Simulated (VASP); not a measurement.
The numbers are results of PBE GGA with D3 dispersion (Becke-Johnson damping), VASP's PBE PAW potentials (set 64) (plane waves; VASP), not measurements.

VASP ran on this input.

INCAR:
```
SYSTEM = WC
PREC = Accurate; ENCUT = 520; LREAL = .FALSE.
LASPH = .TRUE.
EDIFF = 1E-6; NELM = 100; ALGO = Normal
LMAXMIX = 6
ISMEAR = 1; SIGMA = 0.1
GGA = PE; IVDW = 12
IBRION = 2; NSW = 60; ISIF = 3
EDIFFG = -0.01
LWAVE = .FALSE.; LCHARG = .FALSE.
```

File KPOINTS:
```
Automatic mesh
0
Gamma
13 13 12
0 0 0
```

**POSCAR**
```
WC
1
    1.4550000000    -2.5201340000     0.0000000000
    1.4550000000     2.5201340000     0.0000000000
    0.0000000000     0.0000000000     2.8400000000
W C
1 1
Direct
  0.0000000000   0.0000000000   0.0000000000
  0.3333330000   0.6666670000   0.5000000000
```

POTCAR, in this order: W_sv C (PBE.64 set). Program: vasp_std.

Output

**OUTCAR**
```
 ion  position               nearest neighbor table
   1  0.000  0.000  0.000-   2 2.20   2 2.20   2 2.20   2 2.20   2 2.20   2 2.20
   2  0.333  0.667  0.500-   1 2.20   1 2.20   1 2.20   1 2.20   1 2.20   1 2.20
  LATTYP: Found a hexagonal cell.
 ALAT       =     2.9100000649
 C/A-ratio  =     0.9759449954
 Subroutine PRICEL returns:
 Original cell was already a primitive cell.
 Subroutine GETGRP returns: Found 12 space group operations
The static configuration has the point symmetry D_3h.
The dynamic configuration has the point symmetry D_3h.
 Subroutine INISYM returns: Found 12 space group operations
 Subroutine IBZKPT returns following result:
 Found    147 irreducible k-points:

 Following reciprocal coordinates:
            Coordinates               Weight
  0.000000  0.000000  0.000000      1.000000
  0.076923  0.000000  0.000000      6.000000
  0.153846  0.000000  0.000000      6.000000
  0.230769 -0.000000  0.000000      6.000000
  0.307692  0.000000  0.000000      6.000000
  0.384615  0.000000  0.000000      6.000000
  0.461538  0.000000  0.000000      6.000000
  0.076923  0.076923  0.000000      6.000000
  0.153846  0.076923  0.000000     12.000000
  0.230769  0.076923  0.000000     12.000000
  0.307692  0.076923  0.000000     12.000000
  0.384615  0.076923  0.000000     12.000000
  0.461538  0.076923  0.000000      6.000000
  0.153846  0.153846  0.000000      6.000000
  0.230769  0.153846  0.000000     12.000000
  0.307692  0.153846  0.000000     12.000000
  0.384615  0.153846  0.000000     12.000000
  0.230769  0.230769  0.000000      6.000000
  0.307692  0.230769  0.000000     12.000000
  0.384615  0.230769  0.000000      6.000000
  0.307692  0.307692  0.000000      6.000000
  0.000000  0.000000  0.083333      2.000000
  0.076923  0.000000  0.083333     12.000000
...
```

File OSZICAR:
```
       N       E                     dE             d eps       ncg     rms          rms(c)
DAV:   1     0.109378708060E+03    0.10938E+03   -0.98296E+03  3822   0.154E+03
DAV:   2    -0.216157365629E+02   -0.13099E+03   -0.12758E+03  4387   0.380E+02
DAV:   3    -0.254832713420E+02   -0.38675E+01   -0.38329E+01  4585   0.606E+01
DAV:   4    -0.255203293544E+02   -0.37058E-01   -0.37028E-01  4217   0.624E+00
DAV:   5    -0.255206473472E+02   -0.31799E-03   -0.31796E-03  4567   0.592E-01    0.323E+01
DAV:   6    -0.225375344968E+02    0.29831E+01   -0.95825E+00  4312   0.318E+01    0.856E+00
DAV:   7    -0.224716657868E+02    0.65869E-01   -0.40977E-01  4017   0.578E+00    0.612E+00
DAV:   8    -0.224457145212E+02    0.25951E-01   -0.70472E-02  4237   0.255E+00    0.880E-01
DAV:   9    -0.224446371661E+02    0.10774E-02   -0.36563E-03  4102   0.488E-01    0.142E-01
DAV:  10    -0.224445900876E+02    0.47078E-04   -0.27777E-04  4487   0.225E-01    0.714E-02
DAV:  11    -0.224445882712E+02    0.18164E-05   -0.21413E-05  4157   0.437E-02    0.104E-02
DAV:  12    -0.224445871969E+02    0.10743E-05   -0.47645E-06  4077   0.210E-02    0.304E-03
DAV:  13    -0.224445872154E+02   -0.18466E-07   -0.96044E-08  1981   0.326E-03
   1 F= -.23364788E+02 E0= -.23364658E+02  d E =-.233648E+02
       N       E                     dE             d eps       ncg     rms          rms(c)
DAV:   1    -0.224770987922E+02   -0.32512E-01   -0.14015E+00  3892   0.174E+01    0.363E+00
DAV:   2    -0.224284949447E+02    0.48604E-01   -0.11718E-01  3922   0.449E+00    0.729E-01
DAV:   3    -0.224211990234E+02    0.72959E-02   -0.12917E-02  4157   0.107E+00    0.236E-01
DAV:   4    -0.224200021672E+02    0.11969E-02   -0.33325E-03  4202   0.661E-01    0.288E-01
DAV:   5    -0.224200346531E+02   -0.32486E-04   -0.23926E-04  4332   0.180E-01    0.226E-02
DAV:   6    -0.224200252256E+02    0.94275E-05   -0.39125E-05  4327   0.500E-02    0.255E-03
DAV:   7    -0.224200245648E+02    0.66078E-06   -0.16119E-06  2969   0.136E-02
   2 F= -.23359566E+02 E0= -.23359503E+02  d E =0.522203E-02
       N       E                     dE             d eps       ncg     rms          rms(c)
DAV:   1    -0.224715451326E+02   -0.51520E-01   -0.76928E-01  3902   0.131E+01    0.262E+00
DAV:   2    -0.224449017128E+02    0.26643E-01   -0.68736E-02  3927   0.333E+00    0.534E-01
DAV:   3    -0.224409736072E+02    0.39281E-02   -0.73112E-03  4122   0.771E-01    0.173E-01
DAV:   4    -0.224402879002E+02    0.68571E-03   -0.19457E-03  4197   0.506E-01    0.202E-01
DAV:   5    -0.224402899696E+02   -0.20694E-05   -0.13113E-04  4330   0.133E-01    0.179E-02
DAV:   6    -0.224402830096E+02    0.69600E-05   -0.22316E-05  4337   0.374E-02    0.194E-03
DAV:   7    -0.224402834203E+02   -0.41070E-06   -0.95781E-07  2112   0.102E-02
   3 F= -.23365552E+02 E0= -.23365439E+02  d E =-.764060E-03
```

**OUTCAR**
```
------------------------ aborting loop because EDIFF is reached ----------------------------------------
 Edisp (eV)   -0.92527
  FORCE on cell =-STRESS in cart. coord.  units (eV):
  Direction    XX          YY          ZZ          XY          YZ          ZX
  --------------------------------------------------------------------------------------
  Total      -0.00198    -0.00198     0.00172     0.00000     0.00000    -0.00000
  in kB      -0.15313    -0.15313     0.13323     0.00000     0.00000    -0.00000
  external pressure =       -0.06 kB  Pullay stress =        0.00 kB
  volume of cell :       20.72
      direct lattice vectors                 reciprocal lattice vectors
     1.452699045 -2.516148628 -0.000000000     0.344186913 -0.198716401 -0.000000000
     1.452699045  2.516148628  0.000000000     0.344186913  0.198716401 -0.000000000
     0.000000000 -0.000000000  2.833859107     0.000000000 -0.000000000  0.352875694
 POSITION                                       TOTAL-FORCE (eV/Angst)
 -----------------------------------------------------------------------------------
      0.00000      0.00000      0.00000         0.000000      0.000000      0.000000
      1.45270      0.83872      1.41693        -0.000000     -0.000000     -0.000000
 -----------------------------------------------------------------------------------
    total drift:                                0.000000     -0.000384      0.000000
  FREE ENERGIE OF THE ION-ELECTRON SYSTEM (eV)
  ---------------------------------------------------
  free  energy   TOTEN  =       -23.3655522858 eV

  energy  without entropy=      -23.3652122767  energy(sigma->0) =      -23.36543895

 reached required accuracy - stopping structural energy minimisation
```
(Selected blocks of OUTCAR.)

### CONTCAR
```
WC
   1.00000000000000
     1.4526990446005326   -2.5161486279864147   -0.0000000000000000
     1.4526990446005326    2.5161486279864147    0.0000000000000000
     0.0000000000000000   -0.0000000000000000    2.8338591066584073
  W               C
     1     1
Direct
     0.0000000000000000    0.0000000000000000    0.0000000000000000
     0.3333330000000032    0.6666669999999968    0.5000000000000000
```

The compound is WC in the wc structure. This run relaxes it. Symmetry was kept, so distortions that lower it aren't found.
